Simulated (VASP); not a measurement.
Set up this calculation in VASP 6.6.1, as the native input.

- Task: single point
- Functional: r2SCAN
- Potentials or basis: VASP PAW PBE potentials, release 64 (Al, Bi_d, O)
- Cutoff: 520 eV
- k mesh: 6 × 6 × 6
- Occupations: gaussian, width 0.1 eV
- Spin: no spin polarisation
- Further INCAR settings: ALGO = Normal; EDIFF = 1e-06; NBANDS = 30

The structure of Al3BiO3 lies in POSCAR:

```
Al3BiO3                                 
1.0
    5.1520280563      0.0000000000     -0.0000000000
   -2.5760140281      4.4617871787      0.0000000000
   -0.0000000000      0.0000000000      6.6502442821
  Al              Bi              O             
     3     1     3
Direct
     0.6829775204748373    0.0000000000000000    0.7215449469697628
     0.0000000000000218    0.6829775204748810    0.7215449469697628
     0.3170224795251408    0.3170224795251189    0.7215449469697628
     0.0000000000000000    0.0000000000000000    0.0642968782289410
     0.3532597499000844    0.0000000000000000    0.6248286736205896
     0.9999999999999922    0.3532597499000760    0.6248286736205896
     0.6467402500999234    0.6467402500999241    0.6248286736205896
```

The cell was built by a generator and needn't be a form met in nature.

The input as run:

INCAR

```
SYSTEM = Al3BiO3
PREC     = Accurate       ! precision mode
ENCUT    = 520            ! plane-wave cutoff, eV
EDIFF    = 1E-6           ! SCF threshold, eV
ISMEAR   = 0              ! smearing method
SIGMA    = 0.1            ! smearing width, eV
LREAL    = .False.        ! projectors in reciprocal space
LASPH    = .True.         ! aspherical terms in the spheres
NELM     = 150            ! most SCF steps
ALGO     = Normal         ! electronic algorithm
ISIF     = 2              ! what is computed and relaxed
LWAVE    = .False.        ! write WAVECAR
LCHARG   = .False.        ! write CHGCAR
METAGGA  = R2SCAN         ! meta-GGA
LMIXTAU  = .True.       
NBANDS   = 30             ! bands
KPAR     = 4
```

KPOINTS

```
regular mesh
0
Gamma
  6 6 6
  0 0 0
```

Potentials or basis: VASP PAW PBE potentials, release 64 (Al, Bi_d, O).

The run is started by

```bash
$ cat potpaw_PBE.64/Al/POTCAR potpaw_PBE.64/Bi_d/POTCAR potpaw_PBE.64/O/POTCAR > POTCAR
$ mpirun -np 4 vasp_std > vasp.out
```

Results of the run:

```json
{"Pressure": "-2.5 GPa", "Largest force": "0.395 eV/Å", "Band gap on the k mesh": "0.99 eV, direct"}
```

Caveat: the PAW data sets were made with another functional, which shifts forces and pressure a little; spin-orbit coupling is left out, which as a rule narrows the gap of such compounds by several tenths of an eV.

Run time: 4 min on 4 MPI ranks on Intel(R) Xeon(R) Platinum 8488C (Sapphire Rapids) (shared host), peak memory 0.39 GiB a rank.
